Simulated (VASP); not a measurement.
Here is the system:

```xyz
6
Lattice="1.6167 -2.8002 0.0000 1.6167 2.8002 0.0000 0.0000 0.0000 12.8082" Properties=species:S:1:pos:R:3 pbc="T T T"
W      1.6167     0.9334     3.2020
W      1.6167    -0.9334     9.6061
Se     1.6167     0.9334    11.2597
Se     1.6167    -0.9334     4.8556
Se     1.6167    -0.9334     1.5485
Se     1.6167     0.9334     7.9526
```

These are optB86b-vdW, VASP's PBE PAW potentials (set 64) (plane waves; VASP 6.6.1) values and carry that method's errors. Numerical set-up: 520 eV cut-off, 8×8×2 Γ-centred mesh, Gaussian smearing of 0.050 eV, potentials W_sv Se.

Q: The ions and cell shape at fixed volume are relaxed. Which structure does the run end with?

A: 
```xyz
6
Lattice="1.6320 -2.8268 0.0000 1.6320 2.8268 0.0000 0.0000 0.0000 12.5688" Properties=species:S:1:pos:R:3 pbc="T T T"
W      1.6320     0.9423     3.1422
W      1.6320    -0.9423     9.4266
Se     1.6320     0.9423    11.1185
Se     1.6320    -0.9423     4.8341
Se     1.6320    -0.9423     1.4502
Se     1.6320     0.9423     7.7346
```
Space group P6_3/mmc (194), at a tolerance of 0.03 Å.

Q: How much energy does the relaxation gain?

A: The energy (σ→0) changes by -22.6 meV/atom, in 8 ionic steps.

```csv
step,E(σ→0) (eV),max force (eV/Å),pressure (GPa),volume (Å³)
1,-31.1577,1.064,9.83,115.97
2,-31.2512,0.056,4.70,115.97
3,-31.2536,0.089,5.37,115.97
4,-31.2857,0.052,4.45,115.97
5,-31.2932,0.020,3.81,115.97
6,-31.2932,0.018,3.78,115.97
7,-31.2932,0.013,3.64,115.97
8,-31.2932,0.000,3.70,115.97
```

The compound is WSe2 in the 2H layered structure. This cell is one point of a volume scan, at 0.94 of the reference volume. Symmetry was kept, so distortions that lower it aren't found.
